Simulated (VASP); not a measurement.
# GW-BSE spectrum of AlN

Wanted: the lowest vertical excitons of AlN and its absorption. The cell is of the zinc-blende type, one of the forms listed for this formula. The start is a computed cell from the Materials Project.

Program: VASP 6.6.1. Level of theory: PBE; plane waves and PAW (Al_GW, N_GW), in the first sound run; inputs show where later runs differ. Results are calculated unless marked as measured.

**1. Set-up**

Symmetry: F-43m, No. 216, cubic system. Conventional cell: a = 4.368 Å, b = 4.368 Å, c = 4.368 Å, α = 90.00°, β = 90.00°, γ = 90.00°. Al has 4 N at 1.89 Å nearest. Nearest to N lie 4 Al at 1.89 Å. Farther neighbours and most contacts between anions are not listed.

**2. Ground state**

The orbitals come from a self-consistent PBE run with a tight EDIFF and a narrow smearing. KPOINTS_OPT adds the bands along a path, which shows whether the mesh holds the band edges.

Input file INCAR:

```
SYSTEM = AlN
PREC = Accurate
ENCUT = 450
EDIFF = 1E-08
NELM = 100
ISMEAR = 0
SIGMA = 0.01
LREAL = .FALSE.
ALGO = Normal
GGA = PE
NBANDS = 10
LORBIT = 11
LWAVE = .TRUE.
LCHARG = .FALSE.
KPAR = 8
```

Input file POSCAR:

```
AlN
1.0
    0.0000000000      2.1839935596      2.1839935596
    2.1839935596      0.0000000000      2.1839935596
    2.1839935596      2.1839935596      0.0000000000
Al N
1 1
Direct
    0.0000000000      0.0000000000      0.0000000000
    0.2500000000      0.2500000000      0.2500000000
```

Input file KPOINTS:

```
Automatic mesh
0
Gamma
8 8 8
0 0 0
```

Input file KPOINTS_OPT:

```
Line mode
12
Line-mode
Reciprocal
  0.00000000   0.00000000   0.00000000 GAMMA
  0.50000000   0.00000000   0.50000000 X

  0.50000000   0.00000000   0.50000000 X
  0.50000000   0.25000000   0.75000000 W

  0.50000000   0.25000000   0.75000000 W
  0.37500000   0.37500000   0.75000000 K

  0.37500000   0.37500000   0.75000000 K
  0.00000000   0.00000000   0.00000000 GAMMA

  0.00000000   0.00000000   0.00000000 GAMMA
  0.50000000   0.50000000   0.50000000 L

  0.50000000   0.50000000   0.50000000 L
  0.62500000   0.25000000   0.62500000 U

  0.62500000   0.25000000   0.62500000 U
  0.50000000   0.25000000   0.75000000 W

  0.50000000   0.25000000   0.75000000 W
  0.50000000   0.50000000   0.50000000 L

  0.50000000   0.50000000   0.50000000 L
  0.37500000   0.37500000   0.75000000 K

  0.62500000   0.25000000   0.62500000 U
  0.50000000   0.00000000   0.50000000 X
```

The projector-augmented-wave data sets are Al_GW and N_GW (PBE family, release 64).

Command:

```
$ mpirun -np 8 vasp_std
```

The log of the run:

```text
[banner, memory and clock lines left out]
running    8 mpi-ranks, on    1 nodes
 distrk:  each k-point on    1 cores,    8 groups
 distr:  one band on    1 cores,    1 groups

 POSCAR found type information on POSCAR AlN
 POSCAR found :  2 types and       2 ions
|                                                                             |
|           W    W    AA    RRRRR   N    N  II  N    N   GGGG   !!!           |
|           W    W   A  A   R    R  NN   N  II  NN   N  G    G  !!!           |
|           W    W  A    A  R    R  N N  N  II  N N  N  G       !!!           |
|           W WW W  AAAAAA  RRRRR   N  N N  II  N  N N  G  GGG   !            |
|           WW  WW  A    A  R   R   N   NN  II  N   NN  G    G                |
|           W    W  A    A  R    R  N    N  II  N    N   GGGG   !!!           |
|                                                                             |
|     For optimal performance we recommend to set                             |
|       NCORE = 2 up to number-of-cores-per-socket                            |
|     NCORE specifies how many cores store one orbital (NPAR=cpu/NCORE).      |
|     This setting can greatly improve the performance of VASP for DFT.       |
|     The default, NCORE=1 might be grossly inefficient on modern             |
|     multi-core architectures or massively parallel machines. Do your        |
|     Unfortunately you need to use the default for GW and RPA                |
|     calculations (for HF NCORE is supported but not extensively tested      |
|     yet).                                                                   |
|                                                                             |

 LDA part: xc-table for (Slater+PW92), standard interpolation
 POSCAR, INCAR and KPOINTS ok, starting setup
 FFT: planning ... GRIDC
 FFT: planning ... GRID_SOFT
 FFT: planning ... GRID
 WAVECAR not read
 entering main loop
       N       E                     dE             d eps       ncg     rms          rms(c)
DAV:   1     0.167882909997E+02    0.16788E+02   -0.45476E+03   580   0.662E+02
DAV:   2    -0.161234669905E+02   -0.32912E+02   -0.31345E+02   688   0.174E+02
DAV:   3    -0.172161750512E+02   -0.10927E+01   -0.10906E+01   706   0.279E+01
DAV:   4    -0.172228630352E+02   -0.66880E-02   -0.66868E-02   696   0.264E+00
DAV:   5    -0.172229864230E+02   -0.12339E-03   -0.12339E-03   766   0.329E-01    0.855E+00
DAV:   6    -0.148871010257E+02    0.23359E+01   -0.12272E+01   780   0.249E+01    0.219E+00
DAV:   7    -0.148694012658E+02    0.17700E-01   -0.91802E-02   664   0.274E+00    0.141E+00
DAV:   8    -0.148628029308E+02    0.65983E-02   -0.26917E-02   622   0.281E+00    0.196E-01
DAV:   9    -0.148624910842E+02    0.31185E-03   -0.17140E-03   896   0.371E-01    0.668E-02
DAV:  10    -0.148626225123E+02   -0.13143E-03   -0.14509E-04   644   0.905E-02    0.141E-02
DAV:  11    -0.148626212062E+02    0.13061E-05   -0.41250E-06   752   0.210E-02    0.287E-03
DAV:  12    -0.148626214075E+02   -0.20130E-06   -0.41186E-07   650   0.538E-03    0.512E-04
DAV:  13    -0.148626214013E+02    0.62322E-08   -0.75040E-09   516   0.613E-04
   1 F= -.14862621E+02 E0= -.14862621E+02  d E =-.257440E-19
 Start KPOINTS_OPT (optional k-point list driver)
k-point batch [1-29\120]
       N       E                     dE             ncg
DAV:   1     0.772596347562E+03   -0.71942E+04      596
DAV:   2    -0.288798213024E+01   -0.77548E+03      750
DAV:   3    -0.274364535278E+02   -0.24548E+02      732
DAV:   4    -0.275782461561E+02   -0.14179E+00      724
DAV:   5    -0.275804018745E+02   -0.21557E-02      726
DAV:   6    -0.275804534489E+02   -0.51574E-04      808
DAV:   7    -0.275804541227E+02   -0.67373E-06      760
DAV:   8    -0.275804541331E+02   -0.10449E-07      720
DAV:   9    -0.275804541336E+02   -0.51730E-09      436
[...]
k-point batch [117-120\120]
       N       E                     dE             ncg
DAV:   1     0.800781907320E+04   -0.13063E+04       80
DAV:   2     0.789370614065E+04   -0.11411E+03      110
DAV:   3     0.788953779148E+04   -0.41683E+01       96
DAV:   4     0.788951011215E+04   -0.27679E-01      120
DAV:   5     0.788950997255E+04   -0.13960E-03       90
DAV:   6     0.788950996816E+04   -0.43949E-05      128
DAV:   7     0.788950996815E+04   -0.61291E-08       96
 writing wavefunctions
```

It took 5.4 s on 8 MPI ranks of AMD EPYC 7R43, shared host; peak memory 0.95 GiB; 38 s of CPU time.

Lines that name or quote the potential files are left out of all logs, and their timing lines are given in words.

OUTCAR, selected parts (step 2):

```text
ion  position               nearest neighbor table
   1  0.000  0.000  0.000-   2 1.89   2 1.89   2 1.89   2 1.89
   2  0.250  0.250  0.250-   1 1.89   1 1.89   1 1.89   1 1.89

  LATTYP: Found a face centered cubic cell.
 ALAT       =     4.3679871192

 Subroutine GETGRP returns: Found 24 space group operations
 (whereof 24 operations were pure point group operations)

The static configuration has the point symmetry T_d .

 Found     29 irreducible k-points:

   k-points           NKPTS =     29   k-points in BZ     NKDIM =     29   number of bands    NBANDS=     10

   dimension x,y,z NGX =    24 NGY =   24 NGZ =   24
   dimension x,y,z NGXF=    48 NGYF=   48 NGZF=   48

   ENCUT  =  450.0 eV  33.07 Ry    5.75 a.u.   5.34  5.34  5.34*2*pi/ulx,y,z

   NELECT =       8.0000    total number of electrons

 k-points in reciprocal lattice and weights: Automatic mesh
   0.00000000  0.00000000  0.00000000       0.002
   0.12500000  0.00000000  0.00000000       0.016
   0.25000000  0.00000000  0.00000000       0.016
   0.37500000  0.00000000  0.00000000       0.016
   0.50000000  0.00000000  0.00000000       0.008
   0.12500000  0.12500000  0.00000000       0.012
   0.25000000  0.12500000  0.00000000       0.047
   0.37500000  0.12500000  0.00000000       0.047
   0.50000000  0.12500000  0.00000000       0.047
[...]
-0.37500000  0.50000000  0.12500000       0.023
  -0.25000000  0.50000000  0.25000000       0.012

 average (electrostatic) potential at core
       1 -49.9842       2 -60.0281

 E-fermi :   5.0093

 k-point     1 :       0.0000    0.0000    0.0000
  band No.  band energies     occupation
      1     -10.0385      2.00000
      2       4.9503      2.00000
      3       4.9503      2.00000
      4       4.9503      2.00000
      5       9.1379      0.00000
      6      17.5011      0.00000
      7      17.5011      0.00000
      8      17.5011      0.00000
      9      22.6308      0.00000
    ...

 k-point     2 :       0.1250    0.0000    0.0000
  band No.  band energies     occupation
      1      -9.8117      2.00000
      2       3.7682      2.00000
      3       4.8714      2.00000
      4       4.8714      2.00000
      5      10.0807      0.00000
      6      16.9295      0.00000
      7      17.6736      0.00000
      8      17.6736      0.00000
      9      21.0934      0.00000
    ...

 k-point     3 :       0.2500    0.0000    0.0000
  band No.  band energies     occupation
      1      -9.1889      2.00000
      2       1.6872      2.00000
      3       4.6935      2.00000
      4       4.6935      2.00000
      5      11.4002      0.00000
      6      15.9149      0.00000
      7      17.2706      0.00000
      8      17.2706      0.00000
      9      21.2167      0.00000
    ...

  Total        0.3159384      0.3159384      0.3159384      0.0000000      0.0000000      0.0000000
  in kB       24.2956737     24.2956737     24.2956737      0.0000000      0.0000000      0.0000000
  external PRESSURE =      24.2956737 kB  Pullay stress =       0.0000000 kB

  energy-cutoff  :      450.00
  volume of cell :       20.83
      direct lattice vectors                 reciprocal lattice vectors
     0.000000000  2.183993560  2.183993560    -0.228938404  0.228938404  0.228938404
     2.183993560  0.000000000  2.183993560     0.228938404 -0.228938404  0.228938404
     2.183993560  2.183993560  0.000000000     0.228938404  0.228938404 -0.228938404

 POSITION                                       TOTAL-FORCE (eV/Angst)
 -----------------------------------------------------------------------------------
      0.00000      0.00000      0.00000        -0.000000     -0.000000     -0.000000
      1.09200      1.09200      1.09200         0.000000      0.000000      0.000000
 -----------------------------------------------------------------------------------
    total drift:                               -0.000000     -0.000000     -0.000000

  FREE ENERGIE OF THE ION-ELECTRON SYSTEM (eV)
  ---------------------------------------------------
  free  energy   TOTEN  =       -14.8626214013 eV

  energy  without entropy=      -14.8626214013  energy(sigma->0) =      -14.86262140

 total charge
# of ion       s       p       d       tot
------------------------------------------
    1        0.438   0.559   0.216   1.213
    2        1.193   2.570   0.000   3.763
--------------------------------------------------
tot          1.631   3.129   0.216   4.976

[... 3 further parts left out ...]
```

Numbers from this step:

- free energy (TOTEN): -14.86 eV
- Fermi energy: 5.009 eV
- pressure: 2.430 GPa
- least gap on mesh and path: 3.316 eV
- least direct gap on mesh and path: 4.188 eV

The highest empty bands on the path are converged less tightly, to about 0.1 eV. Electronic bands along the path, in eV, zero at the valence-band top; v1 is the highest filled band, c1 the lowest empty one:

| point | v3 | v2 | v1 | c1 | c2 |
| --- | --- | --- | --- | --- | --- |
| Γ | 0.00 | 0.00 | 0.00 | 4.19 | 12.55 |
| 0.45 of the way | -2.58 | -0.85 | -0.85 | 6.11 | 10.50 |
| X | -4.91 | -1.78 | -1.78 | 3.32 | 8.61 |
| 0.45 of the way | -4.62 | -2.31 | -2.23 | 4.38 | 9.49 |
| W | -3.78 | -3.44 | -2.70 | 6.05 | 11.42 |
| 0.45 of the way | -4.08 | -3.50 | -2.07 | 5.70 | 10.58 |
| K | -4.26 | -3.64 | -1.37 | 5.16 | 10.10 |
| 0.45 of the way | -3.83 | -1.76 | -0.28 | 7.63 | 9.84 |
| Γ | 0.00 | 0.00 | 0.00 | 4.19 | 12.55 |
| 0.55 of the way | -3.64 | -0.29 | -0.29 | 6.63 | 10.80 |
| L | -5.86 | -0.48 | -0.48 | 7.37 | 9.86 |
| 0.45 of the way | -5.41 | -1.77 | -0.78 | 7.41 | 8.95 |
| U | -4.26 | -3.64 | -1.37 | 5.16 | 10.10 |
| 0.45 of the way | -4.13 | -3.54 | -1.89 | 5.57 | 10.43 |
| W | -3.78 | -3.44 | -2.70 | 6.05 | 11.42 |
| 0.55 of the way | -5.27 | -2.01 | -1.00 | 7.31 | 9.03 |
| L | -5.86 | -0.48 | -0.48 | 7.37 | 9.86 |
| 0.55 of the way | -5.22 | -2.20 | -0.89 | 6.95 | 9.34 |
| K | -4.26 | -3.64 | -1.37 | 5.16 | 10.10 |
| jump to U | -4.26 | -3.64 | -1.37 | 5.16 | 10.10 |
| 0.55 of the way | -4.76 | -2.37 | -1.69 | 3.85 | 9.06 |
| X | -4.91 | -1.78 | -1.78 | 3.32 | 8.61 |

Of the projections kept (Al, N), the largest for each band there; the rest of the weight can lie on other orbitals:

| point | v3 | v2 | v1 | c1 | c2 |
| --- | --- | --- | --- | --- | --- |
| Γ | N 0.85 | N 0.85 | N 0.85 | N 0.71 | Al 1.00 |
| X | N 0.58 | N 0.75 | N 0.75 | Al 0.82 | Al 1.00 |
| W | N 0.57 | N 0.72 | N 0.68 | N 0.61 | N 0.65 |
| K | N 0.58 | N 0.66 | N 0.77 | Al 0.64 | Al 0.57 |
| Γ | N 0.85 | N 0.85 | N 0.85 | N 0.71 | Al 1.00 |
| L | N 0.55 | N 0.82 | N 0.82 | Al 0.65 | N 0.82 |

The electronic bands as a text plot (rows in eV, shown from -5.9 to 8.6 only):

```
    8.3 |
    7.7 |                  +++            +++         ++ ++
    7.1 |                     +        +++           +  +  +
    6.5 |                 +           +      +      +
    5.9 |   ++       +++       +     +        +  +++        +
    5.3 |  +  +     +   ++      +   +          ++            +
    4.7 |++                      + +                          +
    4.1 |      ++  +              +                            +
    3.5 |        ++                                             +
    2.9 |
    2.3 |
    1.7 |
    1.1 |
    0.5 |
   -0.1 |***                 ***********
   -0.7 | * *             ***  **  *    ******       *******
   -1.3 |  * ***        **    *     *         **    * *   * ***
   -1.9 |   *   ****   *     * *     *      *   *  * *     *   **
   -2.6 |           ***    **                *   ** *          *
   -3.2 |    *       **   *   *               *  ***        * *
   -3.8 |     *      *****   *        *        ****          *
   -4.4 |      **   *  ******          *      ***  *         **
   -5.0 |        ***                         *      *      **  **
   -5.6 |                               *****        ******
         Γ       X    W  K        Γ      L     U  W     L   K|U X
```

The cell has a gap of 3.32 eV on mesh and path and a pressure of +2.4 GPa, which holds the misfit of the given cell and coordinates with this functional, and any error of cutoff, mesh and data sets.

**3. Empty bands**

ALGO = Exact makes the empty bands from the converged ground state in one step. LOPTICS writes the k-derivatives of the orbitals (WAVEDER), which give the long-wavelength limit of the screening.

Input file INCAR:

```
SYSTEM = AlN
PREC = Accurate
ENCUT = 450
ISMEAR = 0
SIGMA = 0.01
LREAL = .FALSE.
GGA = PE
NBANDS = 48
ALGO = Exact
NELM = 1
LWAVE = .TRUE.
LCHARG = .FALSE.
LOPTICS = .TRUE.
NEDOS = 1000
CSHIFT = 0.1
```

POSCAR is that of step 2.

KPOINTS is that of step 2.

Command:

```
$ mpirun -np 8 vasp_std
```

The log of the run:

```text
[banner, memory and clock lines left out]
running    8 mpi-ranks, on    1 nodes
 distrk:  each k-point on    8 cores,    1 groups
 distr:  one band on    1 cores,    8 groups

 POSCAR found type information on POSCAR AlN
 POSCAR found :  2 types and       2 ions
 [... a notice as in an earlier step ...]

 LDA part: xc-table for (Slater+PW92), standard interpolation
 found WAVECAR, reading the header
  number of bands has changed, file:    10 present:    48
  trying to continue reading WAVECAR, but it might fail
 POSCAR, INCAR and KPOINTS ok, starting setup
 FFT: planning ... GRIDC
 FFT: planning ... GRID_SOFT
 FFT: planning ... GRID
 reading WAVECAR
 random initialization beyond band           10
 the WAVECAR file was read successfully
 initial charge from wavefunction
 entering main loop
       N       E                     dE             d eps       ncg     rms          rms(c)
DIA:   1    -0.148626214045E+02   -0.14863E+02    0.00000E+00     0   0.000E+00
   1 F= -.14862621E+02 E0= -.14862621E+02  d E =-.336821E-41
 writing wavefunctions
 optical routines
 imaginary and real dielectric function
 recalculating local potential from charge density
 direction            1
 direction            2
 direction            3
```

Elapsed: 4.6 s, on 8 MPI ranks; peak memory 0.74 GiB; 31 s of CPU time.

From OUTCAR (step 3):

```text
The static configuration has the point symmetry T_d .

 Found     29 irreducible k-points:

   k-points           NKPTS =     29   k-points in BZ     NKDIM =     29   number of bands    NBANDS=     48

   NELECT =       8.0000    total number of electrons

 E-fermi :   5.0426

 k-point     1 :       0.0000    0.0000    0.0000
  band No.  band energies     occupation
      1     -10.0385      2.00000
      2       4.9504      2.00000
      3       4.9504      2.00000
      4       4.9504      2.00000
      5       9.1379      0.00000
      6      17.5011      0.00000
      7      17.5011      0.00000
      8      17.5011      0.00000
      9      22.6308      0.00000
    ...

 k-point     2 :       0.1250    0.0000    0.0000
  band No.  band energies     occupation
      1      -9.8117      2.00000
      2       3.7683      2.00000
      3       4.8714      2.00000
      4       4.8714      2.00000
      5      10.0807      0.00000
      6      16.9295      0.00000
      7      17.6736      0.00000
      8      17.6736      0.00000
      9      21.0934      0.00000
    ...

  Total        0.3158125      0.3158125      0.3158125     -0.0000000     -0.0000000      0.0000000
  in kB       24.2859906     24.2859906     24.2859906     -0.0000000     -0.0000000      0.0000000
  external PRESSURE =      24.2859906 kB  Pullay stress =       0.0000000 kB

  FREE ENERGIE OF THE ION-ELECTRON SYSTEM (eV)
  ---------------------------------------------------
  free  energy   TOTEN  =       -14.8626214045 eV

  energy  without entropy=      -14.8626214045  energy(sigma->0) =      -14.86262140

 plasma frequency squared (from intraband transitions) (eV^2)
  --------------------------------------------------------------------------------------
       0.000       0.000       0.000
       0.000       0.000       0.000
       0.000       0.000       0.000

[... 10 parts as in an earlier step ...]

[... 3 further parts left out ...]
```

The gap is read on the k-mesh alone, so it is an upper bound where the band edges lie off the mesh.

This step gave:

```
gap on the k-mesh              : 3.316 eV
least direct gap on the k-mesh : 4.188 eV
```

WAVECAR now holds 48 bands for 8 electrons. Its independent-particle dielectric tensor has xx, yy, zz = 4.7, 4.7, 4.7 on this mesh, which isn't tested for convergence in mesh or bands and lacks local fields.

(Continued in part 2 of 3.)

[Lines on the potential files, build, host, timing and source positions are cut from VASP's logs without a mark.]

[Logs are printed without paths, hosts, clocks, repeated set-up lines and the standing remarks that a program may print on its own settings, such as how far it seeks lower states.]

[Hosts, paths, dates, database ids (printed as entryN), source tags and the programs' standing remarks are cut or masked in the printed files.]

[Pressures printed for these runs are not shown converged in the cutoff: they can be off by several GPa and have the wrong sign.]
